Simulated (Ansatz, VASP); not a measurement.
## HfC in two plane-wave programs

Aim: how closely do two programs agree when they are given the same cell, functional and k mesh? The cell is taken from a series of runs on this material, whose earlier steps may have relaxed, scaled, displaced or heated it; both programs get it as it stands.

Program: Ansatz 0.2.0. Level of theory: plane waves, with VASP 6.6.1 beside it; zone-centre phonons at PBEsol. Results are calculated unless marked as measured.

## (1) The starting structure

The structure is trigonal, space group R-3m (No. 166). Conventional cell: a = 3.355 Å, b = 3.355 Å, c = 7.847 Å, α = 90.00°, β = 90.00°, γ = 120.00°. Nearest to C lie 6 Hf at 2.34 Å. Hf has 6 C at 2.34 Å nearest. Farther neighbours are not listed.

## (2) VASP: zone-centre phonons, PBEsol

Second derivatives magnify differences that forces hide, and they need a tight electronic threshold.

Lines of VASP's logs that name or quote its potential files are left out, and so is its time.

INCAR

```
SYSTEM = HfC
PREC = Accurate
ENCUT = 600
EDIFF = 1E-08
NELM = 120
ISMEAR = 1
SIGMA = 0.2
LREAL = .FALSE.
ALGO = Normal
GGA = PS
NBANDS = 13
LASPH = .TRUE.
LORBIT = 11
LWAVE = .FALSE.
LCHARG = .FALSE.
ISIF = 2
IBRION = 8
GGA_COMPAT = .FALSE.
KPAR = 2
```

POSCAR

```
HfC
1.0
   -0.0717094855      2.3009779872      2.3009779872
    2.3009779872     -0.0717094855      2.3009779872
    2.3009779872      2.3009779872     -0.0717094855
C Hf
1 1
Direct
    0.0000000000      0.0000000000      0.0000000000
    0.5000000000      0.5000000000      0.5000000000
```

KPOINTS

```
Automatic mesh
0
Gamma
16 16 16
0 0 0
```

PAW data sets: C and Hf_pv (PBE family, release 64).

Run with:

```bash
$ mpirun -np 2 vasp_std
```

Numbers of over 12 decimals in the logs are rounded to 6 here.

Log:

```text
[banner, memory and clock lines left out]
running    2 mpi-ranks, on    1 nodes
 distrk:  each k-point on    1 cores,    2 groups
 distr:  one band on    1 cores,    1 groups

 POSCAR found type information on POSCAR C Hf
 POSCAR found :  2 types and       2 ions
|                                                                             |
|               ----> ADVICE to this user running VASP <----                  |
|                                                                             |
|     You enforced a specific xc type in the INCAR file but a different       |
|     [... a line on the potential file left out ...]
|     I HOPE YOU KNOW WHAT YOU ARE DOING!                                     |
|                                                                             |

 LDA part: xc-table for (Slater+PW92), standard interpolation
 POSCAR, INCAR and KPOINTS ok, starting setup
 FFT: planning ... GRIDC
 FFT: planning ... GRID_SOFT
 FFT: planning ... GRID
 WAVECAR not read
 entering main loop
       N       E                     dE             d eps       ncg     rms          rms(c)
DAV:   1     0.244367885094E+02    0.24437E+02   -0.85970E+03 10858   0.118E+03
DAV:   2    -0.232495692401E+02   -0.47686E+02   -0.44475E+02 13739   0.218E+02
DAV:   3    -0.250311697659E+02   -0.17816E+01   -0.17708E+01 13668   0.300E+01
DAV:   4    -0.250419031618E+02   -0.10733E-01   -0.10724E-01 12129   0.274E+00
DAV:   5    -0.250419782507E+02   -0.75089E-04   -0.75086E-04 13599   0.213E-01    0.563E+01
DAV:   6    -0.222142654790E+02    0.28277E+01   -0.12520E+01 12572   0.186E+01    0.403E+01
DAV:   7    -0.221447663254E+02    0.69499E-01   -0.59234E-01 12380   0.541E+00    0.238E+01
DAV:   8    -0.221320382957E+02    0.12728E-01   -0.79770E-02 13132   0.221E+00    0.560E+00
DAV:   9    -0.221250033610E+02    0.70349E-02   -0.31527E-02 12897   0.979E-01    0.197E+00
DAV:  10    -0.221245222194E+02    0.48114E-03   -0.21343E-03 13029   0.332E-01    0.777E-02
DAV:  11    -0.221245160098E+02    0.62096E-05   -0.99585E-05 12707   0.901E-02    0.140E-02
DAV:  12    -0.221245152793E+02    0.73046E-06   -0.43357E-06 13603   0.167E-02    0.107E-02
DAV:  13    -0.221245150763E+02    0.20299E-06   -0.31731E-07 13283   0.399E-03    0.276E-03
DAV:  14    -0.221245150476E+02    0.28784E-07   -0.32339E-08 12627   0.143E-03    0.169E-03
DAV:  15    -0.221245150627E+02   -0.15176E-07   -0.55088E-09  6376   0.635E-04    0.168E-04
DAV:  16    -0.221245150633E+02   -0.61709E-09   -0.70950E-10  5706   0.258E-04
   1 F= -.22124515E+02 E0= -.22124796E+02  d E =0.844186E-03
 Linear response reoptimize wavefunctions to high precision
DAV:   1    -0.221245150619E+02    0.14784E-08   -0.47584E-11  6406   0.658E-05
DAV:   2    -0.221245150619E+02   -0.68212E-11   -0.67772E-12  5586   0.239E-05
 Linear response DOF=           2
 Linear response progress:
  Degree of freedom:   1/  2
       N       E                     dE             d eps       ncg     rms          rms(c)
RMM:   1    -0.121156008566E+00   -0.12116E+00    0.35468E-02 63622   0.186E+00
RMM:   2    -0.117852178168E+00    0.33038E-02   -0.32419E-03 45852   0.343E-01    0.399E-01
RMM:   3    -0.118227680928E+00   -0.37550E-03   -0.60933E-04 42492   0.141E-01    0.209E-01
RMM:   4    -0.119110063908E+00   -0.88238E-03   -0.36945E-04 43680   0.106E-01    0.364E-02
RMM:   5    -0.119105637503E+00    0.44264E-05   -0.10159E-05 47766   0.235E-02    0.108E-02
RMM:   6    -0.119105242957E+00    0.39455E-06   -0.43448E-07 50831   0.436E-03    0.465E-03
RMM:   7    -0.119094441701E+00    0.10801E-04   -0.92677E-08 49132   0.205E-03    0.272E-03
RMM:   8    -0.119098034553E+00   -0.35929E-05   -0.14323E-08 50666   0.784E-04    0.371E-04
RMM:   9    -0.119097198732E+00    0.83582E-06   -0.83418E-10 54049   0.163E-04    0.207E-04
RMM:  10    -0.119097186295E+00    0.12437E-07    0.47255E-11 54461   0.394E-05    0.617E-05
RMM:  11    -0.119097170732E+00    0.15563E-07   -0.67378E-10 52941   0.107E-05    0.871E-06
RMM:  12    -0.119097219393E+00   -0.48661E-07   -0.97844E-10 48574   0.556E-06    0.757E-06
RMM:  13    -0.119097220302E+00   -0.90953E-09    0.18394E-10 39617   0.156E-06    0.213E-06
 first order change of Fermi-energy  -0.59040E-03
 force on displaced ion       1 direction 1 :  -7.005   0.439   0.439
 Linear response progress:
  Degree of freedom:   2/  2
       N       E                     dE             d eps       ncg     rms          rms(c)
RMM:   1    -0.215916700866E+00   -0.21592E+00    0.36987E+00 31438   0.120E+01
RMM:   2    -0.213217066042E+00    0.26996E-02   -0.31621E-02 44023   0.130E+00    0.504E-01
RMM:   3    -0.212471680031E+00    0.74539E-03   -0.10004E-03 55883   0.160E-01    0.205E-01
RMM:   4    -0.211961166863E+00    0.51051E-03   -0.83469E-05 60400   0.564E-02    0.131E-01
RMM:   5    -0.211494842238E+00    0.46632E-03   -0.30430E-05 58737   0.407E-02    0.131E-02
RMM:   6    -0.211484929926E+00    0.99123E-05   -0.28448E-06 60573   0.106E-02    0.581E-03
RMM:   7    -0.211494158407E+00   -0.92285E-05   -0.10088E-06 64143   0.259E-03    0.598E-03
RMM:   8    -0.211494391508E+00   -0.23310E-06   -0.13137E-06 62956   0.599E-04    0.155E-03
RMM:   9    -0.211494614649E+00   -0.22314E-06   -0.13443E-06 66784   0.289E-04    0.118E-04
RMM:  10    -0.211494953758E+00   -0.33911E-06   -0.10299E-06 63821   0.983E-05    0.136E-05
RMM:  11    -0.211495016959E+00   -0.63201E-07   -0.47547E-07 69500   0.353E-05    0.392E-05
RMM:  12    -0.211495028709E+00   -0.11749E-07   -0.26525E-07 61566   0.131E-05    0.279E-05
RMM:  13    -0.211495040089E+00   -0.11380E-07   -0.13189E-07 57978   0.677E-06    0.434E-06
RMM:  14    -0.211495037603E+00    0.24862E-08   -0.81575E-08 44562   0.371E-06    0.890E-06
 first order change of Fermi-energy   0.72279E-03
 force on displaced ion       2 direction 1 :  -7.008   0.439   0.439
 Linear response finished
```

Parts of OUTCAR (step 2):

```text
ion  position               nearest neighbor table
   1  0.000  0.000  0.000-   2 2.34   2 2.34   2 2.34   2 2.34   2 2.34   2 2.34
   2  0.500  0.500  0.500-   1 2.34   1 2.34   1 2.34   1 2.34   1 2.34   1 2.34

  LATTYP: Found a trigonal (rhomboedric) cell.
 ALAT       =     3.2548643052
 COS(alpha) =     0.4686076483

 Subroutine GETGRP returns: Found 12 space group operations
 (whereof 12 operations were pure point group operations)

The static configuration has the point symmetry D_3d.

 Found    417 irreducible k-points:

   k-points           NKPTS =    417   k-points in BZ     NKDIM =    417   number of bands    NBANDS=     13

   dimension x,y,z NGX =    28 NGY =   28 NGZ =   28
   dimension x,y,z NGXF=    56 NGYF=   56 NGZF=   56

   ENCUT  =  600.0 eV  44.10 Ry    6.64 a.u.   6.50  6.50  6.50*2*pi/ulx,y,z

   NELECT =      14.0000    total number of electrons

 k-points in reciprocal lattice and weights: Automatic mesh
   0.00000000  0.00000000  0.00000000       0.000
   0.06250000  0.00000000 -0.00000000       0.001
   0.12500000  0.00000000 -0.00000000       0.001
   0.18750000  0.00000000 -0.00000000       0.001
   0.25000000  0.00000000 -0.00000000       0.001
   0.31250000  0.00000000 -0.00000000       0.001
   0.37500000  0.00000000 -0.00000000       0.001
   0.43750000  0.00000000  0.00000000       0.001
   0.50000000  0.00000000 -0.00000000       0.001
[...]
-0.43750000  0.50000000  0.43750000       0.001
   0.50000000  0.50000000  0.50000000       0.000

 average (electrostatic) potential at core
       1 -48.0229       2 -35.4710

  Total       -1.6340830     -1.6340830     -1.6340830      0.7708065      0.7708065      0.7708065
  in kB     -102.6553978   -102.6553978   -102.6553978     48.4231508     48.4231508     48.4231508
  external PRESSURE =    -102.6553978 kB  Pullay stress =       0.0000000 kB

  energy-cutoff  :      600.00
  volume of cell :       25.50
      direct lattice vectors                 reciprocal lattice vectors
    -0.071709486  2.300977987  2.300977987    -0.207395825  0.214067183  0.214067183
     2.300977987 -0.071709486  2.300977987     0.214067183 -0.207395825  0.214067183
     2.300977987  2.300977987 -0.071709486     0.214067183  0.214067183 -0.207395825

 POSITION                                       TOTAL-FORCE (eV/Angst)
 -----------------------------------------------------------------------------------
      0.00000      0.00000      0.00000         0.000000     -0.000000      0.000000
      2.26512      2.26512      2.26512        -0.000000      0.000000     -0.000000
 -----------------------------------------------------------------------------------
    total drift:                                0.000000      0.000000      0.000000

 Eigenvectors and eigenvalues of the dynamical matrix
 ----------------------------------------------------

   1 f  =   12.714907 THz    79.890114 2PiTHz  424.123630 cm-1    52.584605 meV
             X         Y         Z           dx          dy          dz
      0.000000  0.000000  0.000000     0.769747   -0.229685   -0.540062
      2.265123  2.265123  2.265123    -0.199710    0.059592    0.140118

   2 f  =   12.714907 THz    79.890114 2PiTHz  424.123630 cm-1    52.584605 meV
             X         Y         Z           dx          dy          dz
      0.000000  0.000000  0.000000     0.179196   -0.756218    0.577022
      2.265123  2.265123  2.265123    -0.046492    0.196200   -0.149708

   3 f  =   11.535693 THz    72.480897 2PiTHz  384.789302 cm-1    47.707772 meV
             X         Y         Z           dx          dy          dz
      0.000000  0.000000  0.000000    -0.558844   -0.558844   -0.558844
      2.265123  2.265123  2.265123     0.145007    0.145007    0.145007

   4 f/i=    0.000492 THz     0.003092 2PiTHz    0.016414 cm-1     0.002035 meV
             X         Y         Z           dx          dy          dz
      0.000000  0.000000  0.000000    -0.134681    0.201243   -0.066562
      2.265123  2.265123  2.265123    -0.519106    0.775656   -0.256550

   5 f/i=    0.000492 THz     0.003092 2PiTHz    0.016414 cm-1     0.002035 meV
             X         Y         Z           dx          dy          dz
      0.000000  0.000000  0.000000    -0.154617   -0.039329    0.193946
      2.265123  2.265123  2.265123    -0.595945   -0.151587    0.747531

   6 f/i=    0.000747 THz     0.004692 2PiTHz    0.024911 cm-1     0.003089 meV
             X         Y         Z           dx          dy          dz
      0.000000  0.000000  0.000000     0.145007    0.145007    0.145007
      2.265123  2.265123  2.265123     0.558844    0.558844    0.558844

 ELASTIC MODULI CONTR FROM IONIC RELAXATION (kBar)
 Direction    XX          YY          ZZ          XY          YZ          ZX
 --------------------------------------------------------------------------------
 XX           0.0000      0.0000      0.0000      0.0000      0.0000      0.0000
 YY           0.0000      0.0000      0.0000      0.0000      0.0000      0.0000
 ZZ           0.0000      0.0000      0.0000      0.0000      0.0000      0.0000
 XY           0.0000      0.0000      0.0000      0.0000      0.0000      0.0000
 YZ           0.0000      0.0000      0.0000      0.0000      0.0000      0.0000
 ZX           0.0000      0.0000      0.0000      0.0000      0.0000      0.0000
 --------------------------------------------------------------------------------
```

(Continued in part 2 of 2.)

[Lines on the potential files, build, host, timing and source positions are cut from VASP's logs without a mark.]

[Logs are printed without paths, hosts, clocks, repeated set-up lines and the standing remarks that a program may print on its own settings, such as how far it seeks lower states.]

[Hosts, paths, dates, database ids (printed as entryN), source tags and the programs' standing remarks are cut or masked in the printed files.]
